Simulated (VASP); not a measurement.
Li2P, 3 atoms in the cell. Symmetry: Fm-3m, No. 225, cubic system. The conventional cell has a = 5.086 Å, b = 5.086 Å, c = 5.086 Å, α = 90.00°, β = 90.00°, γ = 90.00°. P (site symmetry m-3m) is surrounded by 8 Li at 2.20 Å. Li (site symmetry -43m) has 4 P at 2.20 Å as nearest neighbours. The cell was built by a generator and needn't be a form met in nature.

| Item | Value |
| --- | --- |
| Program | VASP 6.6.1 |
| Task | relaxation of the atoms |
| Functional | PBE |
| Potentials or basis | VASP PAW PBE potentials, release 64 (P, Li_sv) |
| Cutoff | 520 eV |
| k mesh | 11 × 11 × 11 |
| Occupations | fermi-dirac, width 0.1 eV |
| Spin | no spin polarisation |
| Dipole correction | no |
| Further INCAR settings | ALGO = Fast; EDIFF = 1e-06; IBRION = 2; EDIFFG = -0.03; NSW = 80 |

Potentials or basis: VASP PAW PBE potentials, release 64 (P, Li_sv).

Run with:

```console
$ cat potpaw_PBE.64/P/POTCAR potpaw_PBE.64/Li_sv/POTCAR > POTCAR
$ mpirun -np 1 vasp_std > vasp.out
```

Hardware: 1 thread of Intel(R) Xeon(R) Platinum 8488C (Sapphire Rapids), on a shared host.

Q: How long does it take, and how much memory?

A: Run time: 22 s on 1 thread of Intel(R) Xeon(R) Platinum 8488C (Sapphire Rapids), on a shared host, peak memory 0.15 GiB. Counts: scf iterations 21, k points 56, ion steps 1.
